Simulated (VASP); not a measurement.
Calculation: LDA (Ceperley-Alder, Perdew-Zunger), VASP's LDA PAW potentials (set 64) (plane waves; VASP).

The input files of a VASP run:

File POSCAR:
```
In
1
   -1.5337085221     1.5337085221     2.4153099202
    1.5337085221    -1.5337085221     2.4153099202
    1.5337085221     1.5337085221    -2.4153099202
In
1
Direct
  0.0000000000   1.0000000000   1.0000000000
```

**INCAR**
```
! general
SYSTEM  = In
PREC    = Accurate
ENCUT   = 500
LREAL   = .FALSE.
LASPH   = .TRUE.

! electronic loop
EDIFF   = 1E-6
NELM    = 100
ALGO    = Normal
LMAXMIX = 4

! smearing
ISMEAR  = 1
SIGMA   = 0.1

! ions
IBRION  = 2
NSW     = 40
ISIF    = 3
EDIFFG  = -0.02
PSTRESS = 50

! output
LWAVE   = .FALSE.
LCHARG  = .FALSE.
```

File KPOINTS:
```
Automatic mesh
0
Gamma
17 17 17
0 0 0
```

POTCAR, in this order: In_d (LDA.64 set). Program: vasp_std.

Output

File OSZICAR:
```
       N       E                     dE             d eps       ncg     rms          rms(c)
DAV:   1     0.695408846317E+02    0.69541E+02   -0.64565E+03  8140   0.168E+03
DAV:   2    -0.713131962251E+00   -0.70254E+02   -0.69252E+02  8222   0.288E+02
DAV:   3    -0.318464896123E+01   -0.24715E+01   -0.24625E+01  9448   0.636E+01
DAV:   4    -0.323750680197E+01   -0.52858E-01   -0.52844E-01 10134   0.912E+00
DAV:   5    -0.323973746292E+01   -0.22307E-02   -0.22306E-02 10136   0.156E+00    0.325E+00
DAV:   6    -0.320158264260E+01    0.38155E-01   -0.63730E-02  9404   0.598E+00    0.157E+00
DAV:   7    -0.319217659082E+01    0.94061E-02   -0.18106E-02 11590   0.289E+00    0.316E-01
DAV:   8    -0.319116877326E+01    0.10078E-02   -0.89458E-04  9232   0.684E-01    0.305E-02
DAV:   9    -0.319116712892E+01    0.16443E-05   -0.15178E-05 11900   0.622E-02    0.185E-02
DAV:  10    -0.319116705830E+01    0.70620E-07   -0.44844E-07  5278   0.109E-02
   1 F= -.24819520E+01 E0= -.24819410E+01  d E =-.248195E+01
       N       E                     dE             d eps       ncg     rms          rms(c)
DAV:   1    -0.319133262625E+01   -0.16550E-03   -0.18704E-02  9346   0.174E+00    0.123E-01
DAV:   2    -0.319097222124E+01    0.36041E-03   -0.43549E-04 12004   0.483E-01    0.758E-02
DAV:   3    -0.319078974548E+01    0.18248E-03   -0.25422E-04 11080   0.451E-01    0.190E-02
DAV:   4    -0.319078975174E+01   -0.62682E-08   -0.29068E-05  9668   0.810E-02    0.153E-02
DAV:   5    -0.319078952863E+01    0.22312E-06   -0.89334E-07  4978   0.225E-02
   2 F= -.24820404E+01 E0= -.24820346E+01  d E =-.884001E-04
       N       E                     dE             d eps       ncg     rms          rms(c)
DAV:   1    -0.319102742297E+01   -0.23767E-03   -0.25906E-02  9320   0.204E+00    0.145E-01
DAV:   2    -0.319052774861E+01    0.49967E-03   -0.60393E-04 11984   0.567E-01    0.886E-02
DAV:   3    -0.319027558048E+01    0.25217E-03   -0.35239E-04 11052   0.528E-01    0.225E-02
DAV:   4    -0.319027555487E+01    0.25612E-07   -0.40192E-05  9628   0.955E-02    0.181E-02
DAV:   5    -0.319027526039E+01    0.29448E-06   -0.13443E-06  5624   0.264E-02
   3 F= -.24820792E+01 E0= -.24820756E+01  d E =-.127195E-03
```

### OUTCAR
```
------------------------ aborting loop because EDIFF is reached ----------------------------------------
  FORCE on cell =-STRESS in cart. coord.  units (eV):
  Direction    XX          YY          ZZ          XY          YZ          ZX
  --------------------------------------------------------------------------------------
  Total        0.7184306      0.7184306      0.7238134      0.0000000      0.0000000      0.0000000
  in kB       50.7225796     50.7225796     51.1026178      0.0000000      0.0000000      0.0000000
  external PRESSURE =       0.8492590 kB  Pullay stress =      50.0000000 kB
  volume of cell :       22.69
      direct lattice vectors                 reciprocal lattice vectors
    -1.529827454  1.529827454  2.424092495     0.000000000  0.326834244  0.206262756
     1.529827454 -1.529827454  2.424092495     0.326834244  0.000000000  0.206262756
     1.529827454  1.529827454 -2.424092495     0.326834244  0.326834244  0.000000000
 POSITION                                       TOTAL-FORCE (eV/Angst)
 -----------------------------------------------------------------------------------
      0.00000      0.00000     -0.00000        -0.000000      0.000000      0.000000
 -----------------------------------------------------------------------------------
    total drift:                               -0.000000      0.000000      0.000000
  FREE ENERGIE OF THE ION-ELECTRON SYSTEM (eV)
  ---------------------------------------------------
  free  energy   TOTEN  =        -3.1902752604 eV

  energy  without entropy=       -3.1902643770  energy(sigma->0) =       -3.19027163
  enthalpy is  TOTEN    =        -2.4820792089 eV   P V=        0.7081960515

 reached required accuracy - stopping structural energy minimisation
```
(Selected blocks of OUTCAR.)

CONTCAR:
```
In
   1.00000000000000
    -1.5298274538109267    1.5298274538109267    2.4240924951516511
     1.5298274538109267   -1.5298274538109267    2.4240924951516511
     1.5298274538109267    1.5298274538109267   -2.4240924951516511
  In
     1
Direct
     0.0000000000000000    0.0000000000000000    0.0000000000000000
```

The compound is In in the bct structure. This run relaxes it under an external pressure of 5 GPa. Symmetry was kept, so distortions that lower it aren't found.
